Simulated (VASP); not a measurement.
Here is the system:

```xyz
3
Lattice="2.0223 -3.5027 0.0000 2.0223 3.5027 0.0000 0.0000 0.0000 5.1273" Properties=species:S:1:pos:R:3 pbc="T T T"
Se     0.5027     0.8708     3.4182
Se     3.0391     0.0000     0.0000
Se     0.5027    -0.8708     1.7091
```

Computed with PBEsol GGA, VASP's PBE PAW potentials (set 64) (plane waves; VASP). Settings: 500 eV cut-off, 6×6×5 Γ-centred mesh, Gaussian smearing of 0.050 eV, potentials Se.

Energy and stress use the plane-wave basis of the starting cell. Without a dispersion term in the relaxation, distances and binding between the weakly bound layers, chains or molecules are unreliable, and so is what depends on them.

Question: The ions, cell shape and volume at an external pressure of 5.0 GPa are relaxed. Predict the relaxed structure.

Answer: 
```xyz
3
Lattice="1.8903 -3.2741 0.0000 1.8903 3.2741 0.0000 0.0000 0.0000 5.1570" Properties=species:S:1:pos:R:3 pbc="T T T"
Se     2.4021    -2.3876     3.4380
Se     2.7569     0.0000     0.0000
Se     2.4021     2.3876     1.7190
```
Space group P3_121 (152), at a tolerance of 0.03 Å.

Question: How do energy and volume change from the first to the last step?

Answer: The energy (σ→0) changes by +36.6 meV/atom and the volume by -12.1 %, in 9 ionic steps.

| step | E(σ→0) (eV) | max force (eV/Å) | pressure (GPa) | volume (Å³) |
|---|---|---|---|---|
| 1 | -11.5582 | 0.006 | -0.07 | 72.64 |
| 2 | -11.3464 | 0.943 | 9.78 | 64.88 |
| 3 | -11.4930 | 0.510 | 4.97 | 68.11 |
| 4 | -11.4907 | 0.367 | 5.08 | 66.81 |
| 5 | -11.4240 | 0.075 | 6.42 | 63.24 |
| 6 | -11.4816 | 0.177 | 2.48 | 65.37 |
| 7 | -11.4535 | 0.026 | 4.87 | 64.02 |
| 8 | -11.4514 | 0.014 | 4.92 | 63.93 |
| 9 | -11.4485 | 0.000 | 4.98 | 63.83 |

The compound is Se in the trig structure. This run relaxes it under an external pressure of 5 GPa. Symmetry was kept, so distortions that lower it aren't found.
